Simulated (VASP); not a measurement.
Given:

```xyz
8
Lattice="-2.8294 2.8294 5.5579 2.8294 -2.8294 5.5579 2.8294 2.8294 -5.5579" Properties=species:S:1:pos:R:3 pbc="T T T"
Ga     0.0000     0.0000     5.5579
Ga     2.8294     0.0000     2.7790
Cu     0.0000     0.0000     0.0000
Cu     0.0000     2.8294     2.7790
Se     1.4147     1.4147     6.9474
Se     1.4147    -1.4147     4.1685
Se     1.4147     1.4147     1.3895
Se    -1.4147     1.4147     4.1685
```

The numbers are results of PBE GGA, VASP's PBE PAW potentials (set 64) (plane waves; VASP), not measurements. Numerical set-up: 300 eV cut-off, 3×3×3 Γ-centred mesh, Fermi-Dirac smearing of 0.050 eV, potentials Ga_d Cu Se.

At this cut-off the stress carries a Pulay error, which pulls relaxed volumes low.

Give the force on each atom (eV/Å).

```tsv
atom	Fx	Fy	Fz
Ga1	0.000	0.000	0.000
Ga2	0.000	0.000	0.000
Cu3	0.000	0.000	0.000
Cu4	0.000	0.000	0.000
Se5	0.288	0.000	0.000
Se6	0.000	-0.288	0.000
Se7	-0.288	0.000	0.000
Se8	0.000	0.288	0.000
```

Give the stress tensor in GPa (positive for a compressed cell).

```
1.04  0.00  0.00
0.00  1.04  0.00
0.00  0.00  1.16
```
The pressure is its mean diagonal, 1.08 GPa.

The structure is a typed CuGaSe2 crystal. The cell was not relaxed at this level. The k-mesh is coarse (spacing up to 0.52 per Å, 2π included), so the numbers may not be converged in it.
